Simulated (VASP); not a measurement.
# MnO2 (Pyrolusite): how cutoff and mesh change the relaxed cell, part 2 of 2

How far does the relaxed cell of MnO2 (Pyrolusite) depend on cutoff and k mesh? The starting structure is a measured crystal structure from the Crystallography Open Database. The first relaxation on each setting starts from this cell expanded by 3 % in volume.

VASP 6.6.1.

Results so far: reference 9.04 Å³ an atom; a cutoff of 400 eV 8.78 Å³ an atom.

**4. Relaxation with a 4×4×5 mesh**

Level of this step: PBEsol, spin-polarised from an antiferromagnetic start; plane waves and PAW (Mn_pv, O) (VASP).

Against step 2 the input has a 4×4×5 mesh. This run starts from the cell of an earlier relaxation, which isn't shown; the restart sets up the plane waves anew.

INCAR reads:

```
SYSTEM = MnO2
PREC = Accurate
ENCUT = 520
EDIFF = 1E-06
NELM = 100
ISMEAR = 0
SIGMA = 0.05
LREAL = .FALSE.
ALGO = Normal
GGA = PS
NBANDS = 34
ISPIN = 2
MAGMOM = 4 -4 0 0 0 0
LASPH = .TRUE.
LMAXMIX = 4
LORBIT = 11
LWAVE = .FALSE.
LCHARG = .FALSE.
KPAR = 8
IBRION = 2
NSW = 50
ISIF = 3
EDIFFG = -0.006
```

POSCAR reads:

```
MnO2
1.0
    4.3750966992      0.0000000000      0.0000000000
    0.0000000000      4.3750966992      0.0000000000
    0.0000000000      0.0000000000      2.8337309218
Mn O
2 4
Direct
    0.5000000000      0.5000000000      0.5000000000
    0.0000000000      0.0000000000      0.0000000000
    0.8034379344      0.1965620656      0.5000000000
    0.6965620656      0.6965620656      0.0000000000
    0.1965620656      0.8034379344      0.5000000000
    0.3034379344      0.3034379344      0.0000000000
```

KPOINTS reads:

```
Automatic mesh
0
Gamma
4 4 5
0 0 0
```

The projector-augmented-wave data sets are Mn_pv and O (PBE family, release 64).

Launch:

```
$ mpirun -np 8 vasp_std
```

The program printed:

```text
[... set-up lines as in an earlier step ...]
 entering main loop
       N       E                     dE             d eps       ncg     rms          rms(c)
DAV:   1     0.637342974766E+03    0.63734E+03   -0.27926E+04  2536   0.179E+03
DAV:   2    -0.341211669322E+01   -0.64076E+03   -0.58689E+03  2666   0.518E+02
DAV:   3    -0.643264643416E+02   -0.60914E+02   -0.59418E+02  2586   0.171E+02
DAV:   4    -0.657397039322E+02   -0.14132E+01   -0.14079E+01  2668   0.259E+01
[...]
DAV:  15    -0.506046117289E+02    0.28262E-04   -0.16147E-04  2574   0.204E-01    0.330E-02
DAV:  16    -0.506046075582E+02    0.41707E-05   -0.19161E-05  2560   0.609E-02    0.137E-02
DAV:  17    -0.506046071918E+02    0.36641E-06   -0.19870E-06  1960   0.215E-02
   1 F= -.50604607E+02 E0= -.50603536E+02  d E =-.506046E+02  mag=    -0.0000
[...]
reached required accuracy - stopping structural energy minimisation
```

The job ended after 9.8 s (8 MPI ranks of Intel Xeon 6975P-C (Granite Rapids), shared host; peak memory 1.9 GiB).

Parts of OUTCAR (step 4):

```text
  Total       -0.0226104     -0.0226104     -0.0128891      0.0000000      0.0000000      0.0000000
  in kB       -0.6678590     -0.6678590     -0.3807139      0.0000000      0.0000000      0.0000000
  external PRESSURE =      -0.5721440 kB  Pullay stress =       0.0000000 kB

 POSITION                                       TOTAL-FORCE (eV/Angst)
 -----------------------------------------------------------------------------------
      2.18755      2.18755      1.41687         0.000000      0.000000     -0.000000
      0.00000      0.00000      0.00000         0.000000      0.000000     -0.000000
      3.51512      0.85998      1.41687        -0.002978      0.002978      0.000000
      3.04753      3.04753      0.00000         0.002978      0.002978      0.000000
      0.85998      3.51512      1.41687         0.002978     -0.002978     -0.000000
      1.32757      1.32757      0.00000        -0.002978     -0.002978     -0.000000
 -----------------------------------------------------------------------------------
    total drift:                                0.000000      0.000000      0.000000

  FREE ENERGIE OF THE ION-ELECTRON SYSTEM (eV)
  ---------------------------------------------------
  free  energy   TOTEN  =       -50.6046071918 eV

  energy  without entropy=      -50.6024640489  energy(sigma->0) =      -50.60353562

 magnetization (x)
# of ion       s       p       d       tot
------------------------------------------
    1        0.012   0.020   2.405   2.437
    2       -0.012  -0.020  -2.405  -2.437
    3       -0.001  -0.046   0.000  -0.047
    4        0.001   0.046   0.000   0.047
    5       -0.001  -0.046   0.000  -0.047
    6        0.001   0.046   0.000   0.047
--------------------------------------------------
tot          0.000   0.000   0.000   0.000

[... 1 part as in an earlier step ...]

[... 3 further parts left out ...]
[key lines of the parts left out:]
E-fermi :   5.5827
```

With a 4×4×5 mesh the cell ends at 9.040 Å³ an atom, +0.03 % from the reference.

**5. Relaxation with a cutoff of 680 eV**

Against step 2 the input has ENCUT = 680. This run starts from the cell of an earlier relaxation, which isn't shown; the restart sets up the plane waves anew.

INCAR, as its differences from that of step 4:

```diff
@@ -2,3 +2,3 @@
 PREC = Accurate
-ENCUT = 520
+ENCUT = 680
 EDIFF = 1E-06
```

POSCAR reads:

```
MnO2
1.0
    4.3733377739      0.0000000000      0.0000000000
    0.0000000000      4.3733377739      0.0000000000
    0.0000000000      0.0000000000      2.8311883338
Mn O
2 4
Direct
    0.5000000000      0.5000000000      0.5000000000
    0.0000000000      0.0000000000      0.0000000000
    0.8033528129      0.1966471871      0.5000000000
    0.6966471871      0.6966471871      0.0000000000
    0.1966471871      0.8033528129      0.5000000000
    0.3033528129      0.3033528129      0.0000000000
```

KPOINTS reads:

```
Automatic mesh
0
Gamma
6 6 10
0 0 0
```

Launch:

```
$ mpirun -np 8 vasp_std
```

The program printed:

```text
[... set-up lines as in an earlier step ...]
 entering main loop
       N       E                     dE             d eps       ncg     rms          rms(c)
DAV:   1     0.705773470397E+03    0.70577E+03   -0.32364E+04  8208   0.216E+03
DAV:   2     0.600806405815E+01   -0.69977E+03   -0.64243E+03  8828   0.578E+02
DAV:   3    -0.639175830347E+02   -0.69926E+02   -0.67989E+02  8658   0.189E+02
DAV:   4    -0.657328381038E+02   -0.18153E+01   -0.18067E+01  8830   0.300E+01
[...]
DAV:  15    -0.506254546334E+02    0.48743E-05   -0.86480E-05  8584   0.143E-01    0.356E-02
DAV:  16    -0.506254522713E+02    0.23621E-05   -0.38902E-05  8486   0.768E-02    0.114E-02
DAV:  17    -0.506254524035E+02   -0.13219E-06   -0.90508E-07  5118   0.123E-02
   1 F= -.50625452E+02 E0= -.50624853E+02  d E =-.506255E+02  mag=    -0.0000
[...]
N       E                     dE             d eps       ncg     rms          rms(c)
DAV:   1    -0.506258901465E+02   -0.43788E-03   -0.82123E-03  8450   0.983E-01    0.217E-01
[...]
DAV:   4    -0.506254545188E+02    0.76917E-05   -0.26167E-04  8426   0.984E-02    0.273E-02
DAV:   5    -0.506254496792E+02    0.48396E-05   -0.80129E-06  9958   0.285E-02    0.122E-02
DAV:   6    -0.506254489446E+02    0.73453E-06   -0.72159E-06  8284   0.179E-02
   2 F= -.50625449E+02 E0= -.50624853E+02  d E =0.345890E-05  mag=     0.0000
 trial-energy change:    0.000003  1 .order   -0.000003   -0.000033    0.000027
 step:   0.3950(harm=  0.5525)  dis= 0.00005  next Energy=   -50.625459 (dE=-0.617E-05)
[...]
N       E                     dE             d eps       ncg     rms          rms(c)
DAV:   1    -0.506256182455E+02   -0.16857E-03   -0.30115E-03  8480   0.597E-01    0.131E-01
DAV:   2    -0.506255899684E+02    0.28277E-04   -0.73131E-04  8432   0.461E-01    0.145E-01
DAV:   3    -0.506254636455E+02    0.12632E-03   -0.17256E-04  9404   0.258E-01    0.322E-02
DAV:   4    -0.506254605268E+02    0.31187E-05   -0.94643E-05  8414   0.584E-02    0.166E-02
DAV:   5    -0.506254585756E+02    0.19512E-05   -0.27074E-06  6860   0.175E-02    0.729E-03
DAV:   6    -0.506254582554E+02    0.32017E-06   -0.34948E-06  6602   0.123E-02
   3 F= -.50625458E+02 E0= -.50624860E+02  d E =-.585184E-05  mag=    -0.0000
[...]
reached required accuracy - stopping structural energy minimisation
```

The job ended after 41 s (8 MPI ranks; peak memory 3.3 GiB; 5.3 min of CPU time).

OUTCAR, selected parts (step 5):

```text
  Total        0.0050256      0.0050256      0.0086266      0.0000000      0.0000000      0.0000000
  in kB        0.1487481      0.1487481      0.2553302      0.0000000      0.0000000      0.0000000
  external PRESSURE =       0.1842755 kB  Pullay stress =       0.0000000 kB

 POSITION                                       TOTAL-FORCE (eV/Angst)
 -----------------------------------------------------------------------------------
      2.18640      2.18640      1.41547        -0.000000     -0.000000      0.000000
      0.00000      0.00000      0.00000         0.000000     -0.000000      0.000000
      3.51285      0.85995      1.41547        -0.002159      0.002159      0.000000
      3.04635      3.04635      0.00000         0.002159      0.002159      0.000000
      0.85995      3.51285      1.41547         0.002159     -0.002159     -0.000000
      1.32645      1.32645      0.00000        -0.002159     -0.002159     -0.000000
 -----------------------------------------------------------------------------------
    total drift:                                0.000000      0.000000     -0.000000

  FREE ENERGIE OF THE ION-ELECTRON SYSTEM (eV)
  ---------------------------------------------------
  free  energy   TOTEN  =       -50.6254582554 eV

  energy  without entropy=      -50.6242624500  energy(sigma->0) =      -50.62486035

 magnetization (x)
# of ion       s       p       d       tot
------------------------------------------
    1        0.012   0.020   2.392   2.424
    2       -0.012  -0.020  -2.392  -2.424
    3       -0.001  -0.046   0.000  -0.047
    4        0.001   0.046   0.000   0.047
    5       -0.001  -0.046   0.000  -0.047
    6        0.001   0.046   0.000   0.047
--------------------------------------------------
tot          0.000   0.000   0.000   0.000

[... 2 parts as in an earlier step ...]

[... 2 further parts left out ...]
[key lines of the parts left out:]
E-fermi :   5.6064
```

With a cutoff of 680 eV the cell ends at 9.022 Å³ an atom, -0.17 % from the reference.

**6. Relaxation with a 10×10×14 mesh**

Against step 2 the input has a 10×10×14 mesh. This run starts from the cell of an earlier relaxation, which isn't shown; the restart sets up the plane waves anew.

INCAR, as its differences from that of step 5:

```diff
@@ -2,3 +2,3 @@
 PREC = Accurate
-ENCUT = 680
+ENCUT = 520
 EDIFF = 1E-06
```

POSCAR reads:

```
MnO2
1.0
    4.3759980684      0.0000000000      0.0000000000
    0.0000000000      4.3759980684      0.0000000000
    0.0000000000      0.0000000000      2.8315465348
Mn O
2 4
Direct
    0.5000000000      0.5000000000      0.5000000000
    0.0000000000      0.0000000000      0.0000000000
    0.8033397770      0.1966602230      0.5000000000
    0.6966602230      0.6966602230      0.0000000000
    0.1966602230      0.8033397770      0.5000000000
    0.3033397770      0.3033397770      0.0000000000
```

KPOINTS reads:

```
Automatic mesh
0
Gamma
10 10 14
0 0 0
```

Launch:

```
$ mpirun -np 8 vasp_std
```

The program printed:

```text
[... set-up lines as in an earlier step ...]
 entering main loop
       N       E                     dE             d eps       ncg     rms          rms(c)
DAV:   1     0.631858818699E+03    0.63186E+03   -0.27881E+04 23402   0.179E+03
DAV:   2    -0.462783036036E+01   -0.63649E+03   -0.58317E+03 24788   0.517E+02
DAV:   3    -0.644701234683E+02   -0.59842E+02   -0.58604E+02 23976   0.170E+02
DAV:   4    -0.657347805175E+02   -0.12647E+01   -0.12602E+01 24914   0.255E+01
[...]
DAV:  15    -0.506064317123E+02    0.68126E-05   -0.93833E-05 24070   0.151E-01    0.358E-02
DAV:  16    -0.506064291585E+02    0.25537E-05   -0.33554E-05 23778   0.716E-02    0.125E-02
DAV:  17    -0.506064291050E+02    0.53491E-07   -0.12550E-06 15508   0.159E-02
   1 F= -.50606429E+02 E0= -.50605636E+02  d E =-.506064E+02  mag=     0.0000
[...]
reached required accuracy - stopping structural energy minimisation
```

Elapsed: 37 s, on 8 MPI ranks; peak memory 4.2 GiB.

Parts of OUTCAR (step 6):

```text
  Total       -0.0315862     -0.0315862     -0.0052560     -0.0000000      0.0000000      0.0000000
  in kB       -0.9333193     -0.9333193     -0.1553073     -0.0000000      0.0000000      0.0000000
  external PRESSURE =      -0.6739819 kB  Pullay stress =       0.0000000 kB

 POSITION                                       TOTAL-FORCE (eV/Angst)
 -----------------------------------------------------------------------------------
      2.18800      2.18800      1.41577         0.000000      0.000000     -0.000000
      0.00000      0.00000      0.00000         0.000000      0.000000     -0.000000
      3.51541      0.86058      1.41577        -0.002713      0.002713     -0.000000
      3.04858      3.04858      0.00000         0.002713      0.002713     -0.000000
      0.86058      3.51541      1.41577         0.002713     -0.002713      0.000000
      1.32741      1.32741      0.00000        -0.002713     -0.002713      0.000000
 -----------------------------------------------------------------------------------
    total drift:                                0.000000      0.000000     -0.000000

  FREE ENERGIE OF THE ION-ELECTRON SYSTEM (eV)
  ---------------------------------------------------
  free  energy   TOTEN  =       -50.6064291050 eV

  energy  without entropy=      -50.6048429136  energy(sigma->0) =      -50.60563601

 magnetization (x)
# of ion       s       p       d       tot
------------------------------------------
    1        0.012   0.020   2.391   2.423
    2       -0.012  -0.020  -2.391  -2.423
    3       -0.001  -0.046   0.000  -0.047
    4        0.001   0.046   0.000   0.047
    5       -0.001  -0.046   0.000  -0.047
    6        0.001   0.046   0.000   0.047
--------------------------------------------------
tot          0.000   0.000   0.000   0.000

[... 1 part as in an earlier step ...]

[... 3 further parts left out ...]
[key lines of the parts left out:]
E-fermi :   5.5712
```

With a 10×10×14 mesh the cell ends at 9.037 Å³ an atom, -0.01 % from the reference.

**7. All runs side by side**

```tsv
run	volume (Å³/atom)	change (%)	pressure left (GPa)	core minutes
reference	9.038	-	-0.06	24.3
a cutoff of 400 eV	8.778	-2.88	-0.01	14.1
a 4×4×5 mesh	9.04	0.03	-0.06	10.4
a cutoff of 680 eV	9.022	-0.17	0.02	29.3
a 10×10×14 mesh	9.037	-0.01	-0.07	34.7
```

Core minutes are wall time times ranks, summed over the relaxations behind a row (those for a bulk modulus apart), on shared hosts.

**8. Outcome**

```yaml
volume_of_the_reference: 9.038 Å³/atom
volume_against_the_reference_a_cutoff_of_400_ev: -2.88 %
volume_against_the_reference_a_4x4x5_mesh: +0.03 %
volume_against_the_reference_a_cutoff_of_680_ev: -0.17 %
volume_against_the_reference_a_10x10x14_mesh: -0.01 %
```

The volume moves most with a cutoff of 400 eV: -2.88 % against the reference (520 eV, 6×6×10 mesh). On finer settings it changes by -0.17 % with a cutoff of 680 eV and -0.01 % with a 10×10×14 mesh. The relaxations stop with up to 0.07 GPa left, which at a bulk modulus of 50 GPa, to name a scale, is 0.13 % of the volume, and more along a soft axis. That understates it: a restart alone still moved the volume by up to 1.0 %. A cell that shrinks at the lower cutoff is the usual mark of Pulay stress, the error that a plane-wave basis makes when it is kept while the volume changes. Further runs on this material are not shown.

[Lines on the potential files, build, host, timing and source positions are cut from VASP's logs without a mark.]

[Logs are printed without paths, hosts, clocks, repeated set-up lines and the standing remarks that a program may print on its own settings, such as how far it seeks lower states.]

[Hosts, paths, dates, database ids (printed as entryN), source tags and the programs' standing remarks are cut or masked in the printed files.]
